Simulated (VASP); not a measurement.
A convergence study with VASP on La (space group no. 194 when undisturbed): one setting is varied, all else stays as given below, so the limit is that of these other settings. One atom is moved off its site, so that forces are finite.

```
La
1.0
    1.87557    -3.24859     0.00000
    1.87557     3.24859     0.00000
    0.00000     0.00000    12.09920
La
4
Cartesian
  0.00000   0.00000   6.09961
  0.00000   0.00000   0.00000
  1.87557   1.08287   3.02480
  1.87558  -1.08287   9.07440
```

Computed with PBEsol GGA, VASP's PBE PAW potentials (set 64) (plane waves; VASP). The tightest run used: 300 eV cut-off, 22×22×6 Γ-centred mesh, Fermi-Dirac smearing of 0.10 eV, potentials La.

Problem. The settings run are 2×2×1 mesh; 3×3×1 mesh; 4×4×1 mesh; 4×4×2 mesh; 5×5×2 mesh; 6×6×2 mesh; 7×7×2 mesh; 8×8×3 mesh; 9×9×3 mesh; 11×11×3 mesh; 12×12×4 mesh; 13×13×4 mesh; 15×15×4 mesh; 16×16×5 mesh; 18×18×5 mesh; 20×20×6 mesh; 22×22×6 mesh. From which on does the stress (every component) stay within 0.1 GPa of the tightest run?

Solution. From 8×8×3 mesh on: it is off by 0.07 there and by no more than 0.1 in any finer run, while 7×7×2 mesh is off by 0.28.
| setting | E (eV/atom) | pressure (GPa) | largest force (eV/Å) | irreducible k-points | difference judged (GPa) |
|---|---|---|---|---|---|
| 2×2×1 mesh | -6.3036 | -8.46 | 0.200 | 2 | 13.16 |
| 3×3×1 mesh | -5.4428 | -4.50 | 0.174 | 3 | 4.91 |
| 4×4×1 mesh | -5.2272 | -1.34 | 0.095 | 4 | 1.05 |
| 4×4×2 mesh | -5.2672 | -1.61 | 0.095 | 8 | 0.56 |
| 5×5×2 mesh | -5.2994 | -1.67 | 0.055 | 10 | 0.71 |
| 6×6×2 mesh | -5.3358 | -1.84 | 0.072 | 14 | 0.10 |
| 7×7×2 mesh | -5.3396 | -2.05 | 0.096 | 16 | 0.28 |
| 8×8×3 mesh | -5.3303 | -1.95 | 0.094 | 25 | 0.07 |
| 9×9×3 mesh | -5.3280 | -1.91 | 0.088 | 31 | 0.02 |
| 11×11×3 mesh | -5.3298 | -1.91 | 0.089 | 42 | 0.02 |
| 12×12×4 mesh | -5.3296 | -1.93 | 0.089 | 69 | 0.02 |
| 13×13×4 mesh | -5.3289 | -1.93 | 0.089 | 77 | 0.02 |
| 15×15×4 mesh | -5.3291 | -1.92 | 0.088 | 100 | 0.01 |
| 16×16×5 mesh | -5.3292 | -1.93 | 0.089 | 132 | 0.01 |
| 18×18×5 mesh | -5.3289 | -1.93 | 0.089 | 165 | 0.00 |
| 20×20×6 mesh | -5.3290 | -1.93 | 0.088 | 242 | 0.00 |
| 22×22×6 mesh | -5.3289 | -1.93 | 0.089 | 288 | 0.00 |

VASP warned of too few bands at 6×6×2 mesh; 11×11×3 mesh; 12×12×4 mesh; 13×13×4 mesh; 16×16×5 mesh; 18×18×5 mesh; 20×20×6 mesh; 22×22×6 mesh.

Left out are rungs that failed or repeat a setting and relaxations that didn't move; long series are thinned to 24 rows.

The structure is a typed La crystal (space group no. 194). The cell was not relaxed at this level, it is distorted from the ideal structure.
